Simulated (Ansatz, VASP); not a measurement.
# Sn: VASP beside Ansatz

Wanted: the spread between two codes on one cell, functional and k mesh. The cell is taken from a series of runs on this material, whose earlier steps may have relaxed, scaled, displaced or heated it; both programs get it as it stands.

Program: Ansatz 0.2.0. Level of theory: plane waves, with VASP 6.6.1 beside it; zone-centre phonons at LDA. Results are calculated unless marked as measured.

## 1. The starting structure

It takes space group Imma (No. 74, orthorhombic). The conventional cell has a = 4.440 Å, b = 4.590 Å, c = 6.564 Å, α = 90.00°, β = 90.00°, γ = 90.00°. Nearest to Sn lie 4 Sn at 2.78 to 2.80 Å.

## 2. Ansatz: zone-centre phonons, LDA

Ansatz runs on its PAW soft_1 files.

Second derivatives magnify differences that forces hide, and they need a tight electronic threshold.

File input.yaml:

```yaml
crystal:
  lattice:
    - [-0.0529231539, 3.192551043, 3.2818244747]
    - [3.192551043, -0.0529231539, 3.2818244747]
    - [3.1396278891, 3.1396278891, 0.0]
  atoms:
    - { symbol: Sn, position: [0.4970482326, 0.4970482326, 0.5029517674] }
    - { symbol: Sn, position: [0.7529517674, 0.7529517674, 0.7470482326] }
kpoints:
  mp_grid: { grid: [12, 12, 12] }
hamiltonian:
  xc: lda
  pseudopotentials: { kind: paw, azcp: { folder: soft_1 }, xc_functional: pbe }
scf:
  occupations: { method: methfessel_paxton, width: 0.2 }
output:
  eigenvalues: true
phonons:
  method: dfpt
```

Run with:

```console
> ansatz run input.yaml --threads 4 --pin off --max-ram 10240MiB --backend cpu --events-out ev --progress --plain --runs-dir out
```

Numbers of over 12 decimals in the logs are rounded to 6 here.

Log:

```text
zone centre: on kpoints.mp_grid the ground state, and the responses unless they are solved on pairs of k-points, stand on 476 of the mesh's 1728 k-points, reduced under 2 symmetry operations, with k and −k counted as one. Each operation leaves every solved displacement unchanged or reverses it
Engine: ansatz 0.2.0, aarch64-unknown-linux-gnu
Pseudopotentials: kind: paw
Pseudopotential: Sn, paw, valence charge 14, recommended cutoff 420 eV (normal), soft_1/Sn.paw.azcp
Functional definition: SPW92
  exchange = slater_x
  correlation = pw_c
Crystal: 2 atoms, lattice volume = 66.881 Å³
Basis set: ecut = 420 eV, 1311 PW (Γ), exchange–correlation on 64×64×64 points (8 copies of the dense FFT grid, shifted against one another)
Bands: 18, of which v1, the nominal top of the filled ones, is band 14 counted from 1 (13 counted from 0)
Symmetry: 8 space group operations
k-points: 476 of 1728 (irreducible under 2 space group operations, time reversal used)
Non-local potential: Sn, projectors of the file, l = 0: 2, l = 1: 2, l = 2: 2, l = 3: 1
PAW form: soft (Blöchl's): semilocal exchange-correlation on the pseudo side does not see the compensation charge
PAW frozen core: Sn, regenerated for the run's functional, and the local potential with it (the file was generated under x = pbe(κ = 0.804, μ = 0.219515), c = pbe(β = 0.066725))
PAW one-centre angular grid: Sn, 590 points (default); XC on 64 Gauss nodes
Initial density: superposition of atomic densities (chi_scale 0.1, normalization cell)
Initial wavefunctions: pseudopotential atomic-orbital guess
Functional: x = slater, c = lda
SCF iter   1: F=—  HF=-11759.270881 eV  |F-HF|=—  |Δ(HF+E_count)|=         —  Δρ=2.31e-2  dr2=3.97e-1  ethr=3.10e-3  ⟨swp⟩=5.7  Hψ=44519  notcnv=0
preconditioner: auto → Kerker (q_TF=auto, 2.360 Å⁻¹)  [metal: Δε(μ)=0.083 eV  Ē_g=20.014 eV  σ=0.200 eV  W_gap=0.34  n_scr=14 (ndim 8)  ℏωp=24.0 eV  f_vac=0.002  D(μ)=0.11/eV (n_scr^D=0)]
SCF iter   2: F=—  HF=-11759.191900 eV  |F-HF|=—  |Δ(HF+E_count)|=   7.90e-2  S|Δr|=    0.00e0  Δρ=1.46e-2  dr2=1.87e-1  ethr=1.42e-3  ⟨swp⟩=1.0  Hψ=12380  notcnv=0
SCF iter   3: F=—  HF=-11759.139956 eV  |F-HF|=—  |Δ(HF+E_count)|=   5.19e-2  S|Δr|=    0.00e0  Δρ=3.16e-3  dr2=1.77e-2  ethr=6.66e-4  ⟨swp⟩=1.5  Hψ=9509  notcnv=0
SCF iter   4: F=—  HF=-11759.137316 eV  |F-HF|=—  |Δ(HF+E_count)|=   2.64e-3  S|Δr|=    0.00e0  Δρ=1.57e-3  dr2=3.07e-3  ethr=6.34e-5  ⟨swp⟩=2.0  Hψ=10306  notcnv=0
SCF iter   5: F=—  HF=-11759.137438 eV  |F-HF|=—  |Δ(HF+E_count)|=   1.22e-4  S|Δr|=    0.00e0  Δρ=2.39e-4  dr2=4.21e-5  ethr=1.10e-5  ⟨swp⟩=2.0  Hψ=10474  notcnv=0
SCF iter   6: F=—  HF=-11759.137461 eV  |F-HF|=—  |Δ(HF+E_count)|=   2.28e-5  S|Δr|=    0.00e0  Δρ=5.03e-5  dr2=1.57e-6  ethr=1.50e-7  ⟨swp⟩=2.1  Hψ=11114  notcnv=0
SCF iter   7: F=—  HF=-11759.137462 eV  |F-HF|=—  |Δ(HF+E_count)|=   9.69e-7  S|Δr|=    0.00e0  Δρ=1.05e-5  dr2=9.65e-8  ethr=5.62e-9  ⟨swp⟩=2.9  Hψ=15103  notcnv=0
SCF iter   8: F=—  HF=-11759.137462 eV  |F-HF|=—  |Δ(HF+E_count)|=   5.94e-8  S|Δr|=    0.00e0  Δρ=3.62e-6  dr2=1.47e-8  ethr=3.45e-10  ⟨swp⟩=3.0  Hψ=15731  notcnv=0
SCF iter   9: F=—  HF=-11759.137462 eV  |F-HF|=—  |Δ(HF+E_count)|=  1.16e-10  S|Δr|=    0.00e0  Δρ=1.32e-6  dr2=2.68e-9  ethr=5.25e-11  ⟨swp⟩=2.9  Hψ=15682  notcnv=0
SCF iter  10: F=—  HF=-11759.137462 eV  |F-HF|=—  |Δ(HF+E_count)|=  1.47e-10  S|Δr|=    0.00e0  Δρ=5.84e-7  dr2=2.32e-10  ethr=9.58e-12  ⟨swp⟩=2.1  Hψ=9624  notcnv=0
SCF iter  11: F=-11759.137462 eV  HF=-11759.137462 eV  |F-HF|=9.09e-12  |Δ(HF+E_count)|=  5.46e-11  S|Δr|=    0.00e0  Δρ=9.91e-8  dr2=7.46e-12  ethr=1.00e-12  ⟨swp⟩=5.4  Hψ=42249  notcnv=0
SCF 1 converged in 11 iterations: F = -11759.137462 eV  dr2 = 7.46e-12
  greatest PAW one-centre occupation: 0.992 electrons in one spin orbital (limit 2), on the Sn atom at site 1 (counted from 0), in its partial waves of l = 2
DFPT response loops at Γ: preconditioner auto → Kerker (q_TF=auto, 2.360 Å⁻¹) (partly filled bands, converged f_vac=0.078); β = 1.00, the filter's whole step (`scf.mixing.beta` (0.50) is not read by the response loops under this deck's `scf.mixing.preconditioner`; to damp them name `kerker` or `kerker_dos`, under which they read `scf.mixing.beta`, and type it under 1.00, their step now; both keys bind the ground state too); Broyden in place of MSR1
SCF converged after 11 iterations
Stability not checked: this state was not tested for a lower state beside it, because cold or Methfessel-Paxton smearing, or corrected tetrahedra, fill the levels in a way that the test cannot read (fill_not_monotonic; see scf.lower_state_search)
Free energy (F): -11759.137462 eV
Harris-Foulkes:  -11759.137462 eV  (|F-HF|=9.09e-12)
Internal energy: -11759.137508 eV  (E = F + TS)
E sigma→0 (E₀):  -11759.137473 eV
Entropy (-TS):   0.000047 eV (0.023 meV/atom)
Fermi energy:    7.821108 eV
--- Per-component energies (eV) ---
  E_band       = -248.068163
  E_kinetic    = 339.664592
  E_local      = -2602.096448  (includes V_loc(G=0)·N_el)
  E_nonlocal   = 299.087185
  E_hartree    = 1265.036873
  E_xc         = -250.255778
  E_vxc        = -162.629405  (∫ρ·V_xc dr)
  E_paw        = -8451.413335  (= ΣΔE_a)
  E_vpaw       = -652.168327  (= ΣTr[D̂ρ^β])
  E_aug_tail   = 0.000546  (compensation charges beyond the density's cutoff)
  E_ewald      = -2360.010926
  E_core_change = 0.849782  (= ΣΔE_core)
  E_smearing   = 0.000047  (= −TS)
  E_closure    = -0.000000  (closes the sum)
  Σ components = -11759.137462   (vs F -11759.137462, Δ=0.00e0)
--- Band table (eV; the first three rows and the last of 476) ---
  k-point 0: bands = [... 10 lower, -2.9834, 7.0867, 7.7772, 7.8209, 8.1407, 9.8490, 10.0492, 10.0856]
  k-point 1: bands = [... 10 lower, -2.9128, 6.2804, 7.6795, 7.7440, 8.2965, 10.0423, 10.1789, 10.4371]
  k-point 2: bands = [... 10 lower, -2.7036, 5.0318, 7.3817, 7.4138, 8.2357, 10.4588, 10.5354, 11.2952]
  k-point 475: bands = [... 10 lower, 0.0615, 0.1432, 5.2327, 5.5799, 8.4450, 8.9264, 15.5022, 15.6680]
--- Phonons (Γ-DFPT): 2 representative perturbations + reference, on 476 of 1728 k-points (Σ response iterations 6) ---
  k mesh reduced under 2 symmetry operations, with k and −k counted as one. Each operation leaves every solved displacement unchanged or reverses it
  ASR residual: 1.423e-5 → 0.000e0 eV/Å²; symmetrization residual: 1.957e-12 eV/Å²
  ASR residual per site (eV/Å²): 1.42e-5 1.42e-5
  Γ frequencies (cm⁻¹): 0.00 0.00 0.00 188.14 188.18 191.24
  non-analytic LO–TO correction: not included (Born effective charges unavailable; polar crystals: no LO–TO splitting at Γ)
```

Reading the cycles: dr2 is the Hartree energy of the density residual (eV), the measure of convergence; HF is the Harris–Foulkes estimate of the energy, which meets the free energy F at convergence.

## 3. VASP: zone-centre phonons, LDA

The same cell, functional (in two slightly different forms), mesh and smearing now go to VASP, with its own data sets.

Lines of VASP's logs that name or quote its potential files are left out, and so is its time.

File INCAR:

```
SYSTEM = Sn
PREC = Accurate
ENCUT = 500
EDIFF = 1E-08
NELM = 120
ISMEAR = 1
SIGMA = 0.2
LREAL = .FALSE.
ALGO = Normal
GGA = CA
NBANDS = 20
LORBIT = 11
LWAVE = .FALSE.
LCHARG = .FALSE.
ISIF = 2
IBRION = 8
LASPH = .TRUE.
GGA_COMPAT = .FALSE.
KPAR = 2
```

File POSCAR:

```
Sn
1.0
   -0.0529231539      3.1925510430      3.2818244747
    3.1925510430     -0.0529231539      3.2818244747
    3.1396278891      3.1396278891      0.0000000000
Sn
2
Direct
    0.4970482326      0.4970482326      0.5029517674
    0.7529517674      0.7529517674      0.7470482326
```

File KPOINTS:

```
Automatic mesh
0
Gamma
12 12 12
0 0 0
```

The projector-augmented-wave data sets are Sn_d (LDA family, release 64).

Run with:

```console
> mpirun -np 2 vasp_std
```

Log:

```text
[banner, memory and clock lines left out]
running    2 mpi-ranks, on    1 nodes
 distrk:  each k-point on    1 cores,    2 groups
 distr:  one band on    1 cores,    1 groups

 POSCAR found type information on POSCAR Sn
 POSCAR found :  1 types and       2 ions
 LDA part: xc-table for (Slater(with rela. corr.)+CA(PZ))
 , standard interpolation
 POSCAR, INCAR and KPOINTS ok, starting setup
 FFT: planning ... GRIDC
 FFT: planning ... GRID_SOFT
 FFT: planning ... GRID
 WAVECAR not read
 entering main loop
       N       E                     dE             d eps       ncg     rms          rms(c)
DAV:   1     0.222429058015E+03    0.22243E+03   -0.14835E+04 11268   0.202E+03
DAV:   2     0.147072961773E+02   -0.20772E+03   -0.20392E+03 11232   0.442E+02
DAV:   3    -0.829198776520E+01   -0.22999E+02   -0.22859E+02 12876   0.143E+02
DAV:   4    -0.903757320249E+01   -0.74559E+00   -0.74490E+00 12644   0.292E+01
DAV:   5    -0.906365222253E+01   -0.26079E-01   -0.26078E-01 15372   0.534E+00    0.340E+00
DAV:   6    -0.897359235737E+01    0.90060E-01   -0.44377E-02 14004   0.230E+00    0.191E+00
DAV:   7    -0.892953230954E+01    0.44060E-01   -0.65297E-02 11744   0.229E+00    0.150E-01
DAV:   8    -0.893011680180E+01   -0.58449E-03   -0.57576E-03 12892   0.843E-01    0.556E-02
DAV:   9    -0.893019922229E+01   -0.82420E-04   -0.19781E-04 14728   0.104E-01    0.163E-02
DAV:  10    -0.893020063939E+01   -0.14171E-05   -0.16318E-05 14568   0.462E-02    0.407E-03
DAV:  11    -0.893020102307E+01   -0.38368E-06   -0.14432E-06 12604   0.838E-03    0.189E-03
DAV:  12    -0.893020101475E+01    0.83196E-08   -0.13960E-07 13640   0.275E-03    0.584E-04
DAV:  13    -0.893020101612E+01   -0.13711E-08   -0.15405E-08 10044   0.121E-03
   1 F= -.89302010E+01 E0= -.89302304E+01  d E =0.881129E-04
 Linear response reoptimize wavefunctions to high precision
DAV:   1    -0.893020101628E+01   -0.15734E-09   -0.33930E-09  9912   0.543E-04
DAV:   2    -0.893020101632E+01   -0.48658E-10   -0.53307E-10  6652   0.253E-04
 Linear response DOF=           2
 Linear response progress:
  Degree of freedom:   1/  2
       N       E                     dE             d eps       ncg     rms          rms(c)
RMM:   1    -0.216255909014E+00   -0.21626E+00    0.62685E-01 43539   0.104E+01
RMM:   2    -0.223139554922E+00   -0.68836E-02   -0.20379E-02 60797   0.120E+00    0.708E-02
RMM:   3    -0.223323284448E+00   -0.18373E-03   -0.16867E-03 63788   0.332E-01    0.329E-02
RMM:   4    -0.223241381208E+00    0.81903E-04   -0.11831E-04 63774   0.100E-01    0.110E-02
RMM:   5    -0.223239698755E+00    0.16825E-05   -0.17124E-05 65212   0.330E-02    0.387E-03
RMM:   6    -0.223242232499E+00   -0.25337E-05   -0.12531E-06 64281   0.971E-03    0.175E-03
RMM:   7    -0.223242282631E+00   -0.50132E-07   -0.21107E-07 64120   0.351E-03    0.368E-04
RMM:   8    -0.223240089812E+00    0.21928E-05    0.19361E-07 65863   0.128E-03    0.261E-04
RMM:   9    -0.223238774964E+00    0.13148E-05    0.88225E-08 66068   0.517E-04    0.402E-05
RMM:  10    -0.223239049702E+00   -0.27474E-06    0.27861E-08 68352   0.232E-04    0.336E-05
RMM:  11    -0.223238955764E+00    0.93938E-07    0.90976E-10 67119   0.127E-04    0.781E-06
RMM:  12    -0.223238942374E+00    0.13390E-07   -0.14331E-08 72497   0.793E-05    0.537E-06
RMM:  13    -0.223238931945E+00    0.10430E-07    0.28489E-08 84681   0.589E-05    0.217E-06
RMM:  14    -0.223238920246E+00    0.11699E-07    0.20540E-08 91205   0.500E-05    0.681E-07
RMM:  15    -0.223238910441E+00    0.98050E-08    0.19813E-08 90107   0.460E-05    0.289E-07
 first order change of Fermi-energy   0.21586E-04
 force on displaced ion       1 direction 1 :  -7.834   0.031  -0.002
 Linear response progress:
  Degree of freedom:   2/  2
       N       E                     dE             d eps       ncg     rms          rms(c)
RMM:   1    -0.216497207101E+00   -0.21650E+00    0.58965E-01 14045   0.102E+01
RMM:   2    -0.223371823561E+00   -0.68746E-02   -0.20468E-02 19622   0.120E+00    0.719E-02
RMM:   3    -0.223555808864E+00   -0.18399E-03   -0.16957E-03 20598   0.333E-01    0.335E-02
RMM:   4    -0.223477198356E+00    0.78611E-04   -0.12094E-04 20659   0.100E-01    0.110E-02
RMM:   5    -0.223476875614E+00    0.32274E-06   -0.15760E-05 21029   0.330E-02    0.379E-03
RMM:   6    -0.223479221617E+00   -0.23460E-05   -0.14307E-06 20652   0.980E-03    0.169E-03
RMM:   7    -0.223479039729E+00    0.18189E-06   -0.27327E-07 20664   0.357E-03    0.344E-04
RMM:   8    -0.223476792340E+00    0.22474E-05   -0.75284E-08 21156   0.131E-03    0.234E-04
RMM:   9    -0.223475395777E+00    0.13966E-05    0.14919E-08 21168   0.533E-04    0.398E-05
RMM:  10    -0.223475711612E+00   -0.31584E-06   -0.99536E-09 21930   0.240E-04    0.355E-05
RMM:  11    -0.223475577073E+00    0.13454E-06    0.20274E-08 21511   0.131E-04    0.838E-06
RMM:  12    -0.223475566072E+00    0.11000E-07    0.16428E-08 22349   0.822E-05    0.617E-06
RMM:  13    -0.223475547598E+00    0.18474E-07    0.23644E-08 22547   0.601E-05    0.230E-06
RMM:  14    -0.223475535026E+00    0.12572E-07    0.13349E-08 25453   0.496E-05    0.110E-06
RMM:  15    -0.223475518278E+00    0.16748E-07    0.79579E-09 25201   0.448E-05    0.637E-07
RMM:  16    -0.223475523874E+00   -0.55962E-08    0.31255E-09 21520   0.420E-05    0.413E-07
 first order change of Fermi-energy  -0.47039E+00
 force on displaced ion       1 direction 3 :  -0.000  -0.000  -8.064
 Linear response finished
```

From OUTCAR (step 3):

```text
ion  position               nearest neighbor table
   1  0.497  0.497  0.503-   2 2.78   2 2.78   2 2.80   2 2.80
   2  0.753  0.753  0.747-   1 2.78   1 2.78   1 2.80   1 2.80

  LATTYP: Found a body centered orthorhombic cell.
 ALAT       =     4.4401043416
 B/A-ratio  =     1.0337130104
 C/A-ratio  =     1.4782645732

 Subroutine GETGRP returns: Found  8 space group operations
 (whereof  4 operations were pure point group operations)

The static configuration has the point symmetry C_2v.
 The point group associated with its full space group is D_2h.

 Found    280 irreducible k-points:

   k-points           NKPTS =    280   k-points in BZ     NKDIM =    280   number of bands    NBANDS=     20

   dimension x,y,z NGX =    36 NGY =   36 NGZ =   32
   dimension x,y,z NGXF=    72 NGYF=   72 NGZF=   64

   ENCUT  =  500.0 eV  36.75 Ry    6.06 a.u.   8.35  8.35  8.10*2*pi/ulx,y,z

   NELECT =      28.0000    total number of electrons

 k-points in reciprocal lattice and weights: Automatic mesh
   0.00000000  0.00000000  0.00000000       0.001
   0.08333333 -0.00000000  0.00000000       0.002
   0.16666667 -0.00000000  0.00000000       0.002
   0.25000000  0.00000000  0.00000000       0.002
   0.33333333 -0.00000000  0.00000000       0.002
   0.41666667  0.00000000  0.00000000       0.002
   0.50000000  0.00000000  0.00000000       0.001
   0.08333333  0.08333333  0.00000000       0.001
   0.16666667  0.08333333  0.00000000       0.002
[...]
0.25000000  0.25000000  0.50000000       0.001
  -0.25000000  0.25000000  0.50000000       0.001

 average (electrostatic) potential at core
       1-101.1923       2-101.1923

  Total        0.4041020      0.4041020      0.0106295      0.3944973      0.0000000      0.0000000
  in kB        9.6805465      9.6805465      0.2546375      9.4504588      0.0000000      0.0000000
  external PRESSURE =       6.5385768 kB  Pullay stress =       0.0000000 kB

  energy-cutoff  :      500.00
  volume of cell :       66.88
      direct lattice vectors                 reciprocal lattice vectors
    -0.052923154  3.192551043  3.281824475    -0.154060692  0.154060692  0.152354278
     3.192551043 -0.052923154  3.281824475     0.154060692 -0.154060692  0.152354278
     3.139627889  3.139627889  0.000000000     0.159254542  0.159254542 -0.152354278

 POSITION                                       TOTAL-FORCE (eV/Angst)
 -----------------------------------------------------------------------------------
      3.13963      3.13963      3.26245        -0.000000     -0.000000     -0.000602
      4.70944      4.70944      4.94211         0.000000      0.000000      0.000602
 -----------------------------------------------------------------------------------
    total drift:                                0.000000     -0.000000     -0.000000

 Eigenvectors and eigenvalues of the dynamical matrix
 ----------------------------------------------------

   1 f  =    5.762306 THz    36.205636 2PiTHz  192.209838 cm-1    23.830972 meV
             X         Y         Z           dx          dy          dz
      3.139628  3.139628  3.262450     0.000000    0.000000   -0.707107
      4.709442  4.709442  4.942111     0.000000   -0.000000    0.707107

   2 f  =    5.690912 THz    35.757057 2PiTHz  189.828401 cm-1    23.535712 meV
             X         Y         Z           dx          dy          dz
      3.139628  3.139628  3.262450     0.500000   -0.500000    0.000000
      4.709442  4.709442  4.942111    -0.500000    0.500000    0.000000

   3 f  =    5.668513 THz    35.616315 2PiTHz  189.081227 cm-1    23.443074 meV
             X         Y         Z           dx          dy          dz
      3.139628  3.139628  3.262450     0.500000    0.500000   -0.000000
      4.709442  4.709442  4.942111    -0.500000   -0.500000   -0.000000

   4 f  =    0.000000 THz     0.000000 2PiTHz    0.000001 cm-1     0.000000 meV
             X         Y         Z           dx          dy          dz
      3.139628  3.139628  3.262450    -0.151762    0.688785   -0.050432
      4.709442  4.709442  4.942111    -0.151762    0.688785   -0.050432

   5 f/i=    0.000000 THz     0.000000 2PiTHz    0.000002 cm-1     0.000000 meV
             X         Y         Z           dx          dy          dz
      3.139628  3.139628  3.262450     0.690537    0.150495   -0.022578
      4.709442  4.709442  4.942111     0.690537    0.150495   -0.022578

   6 f/i=    0.000000 THz     0.000001 2PiTHz    0.000003 cm-1     0.000000 meV
             X         Y         Z           dx          dy          dz
      3.139628  3.139628  3.262450    -0.011260   -0.054096   -0.704945
      4.709442  4.709442  4.942111    -0.011260   -0.054096   -0.704945

 ELASTIC MODULI CONTR FROM IONIC RELAXATION (kBar)
 Direction    XX          YY          ZZ          XY          YZ          ZX
 --------------------------------------------------------------------------------
 XX          -0.2556     -0.2556     -0.7128     -7.7585      0.0000     -0.0000
 YY          -0.2556     -0.2556     -0.7128     -7.7585      0.0000     -0.0000
 ZZ          -0.7128     -0.7128     -1.9880    -21.6394      0.0000     -0.0000
 XY          -7.7585     -7.7585    -21.6394   -235.5452      0.0000     -0.0000
 YZ           0.0000      0.0000      0.0000      0.0000   -242.8880    -23.8421
 ZX          -0.0000     -0.0000     -0.0000     -0.0000    -23.8421   -227.4486
 --------------------------------------------------------------------------------
```

## 4. Comparison

Known differences besides the potentials themselves: the two LDA forms differ slightly; the cutoff is 420 eV in Ansatz and 500 eV in VASP; VASP's log shows a relativistic correction to its local exchange, Ansatz's none. Total energies have different zeros and are not compared.

Compared:

```tsv
quantity	Ansatz	VASP	difference
optical mode 1 (cm⁻¹)	188.1	189.1	-0.50 %
optical mode 2 (cm⁻¹)	188.2	189.8	-0.87 %
optical mode 3 (cm⁻¹)	191.2	192.2	-0.50 %
```

Modes are paired by rising frequency, not by their patterns, so a pair may set unlike modes beside each other; they are those without the splitting of longitudinal modes.

## 5. What came out

```
r.m.s. difference of the optical zone-centre modes, each program's sorted by frequency (zone-centre phonons, LDA) : 1.2 cm⁻¹
difference in optical mode 2 (zone-centre phonons, LDA)                                                           : -0.9 %
```

In words: The r.m.s. difference of the optical zone-centre modes, each program's sorted by frequency is 1.2 cm⁻¹ (zone-centre phonons, LDA). Among the rows given in per cent, the largest difference of the zone-centre phonons, LDA pair is in optical mode 2, -0.9 %. Such differences can come from data sets, numerical settings and the points named under the comparisons, not from the functional's error against experiment.

[Lines on the potential files, build, host, timing and source positions are cut from VASP's logs without a mark.]

[Logs are printed without paths, hosts, clocks, repeated set-up lines and the standing remarks that a program may print on its own settings, such as how far it seeks lower states.]

[Hosts, paths, dates, database ids (printed as entryN), source tags and the programs' standing remarks are cut or masked in the printed files.]
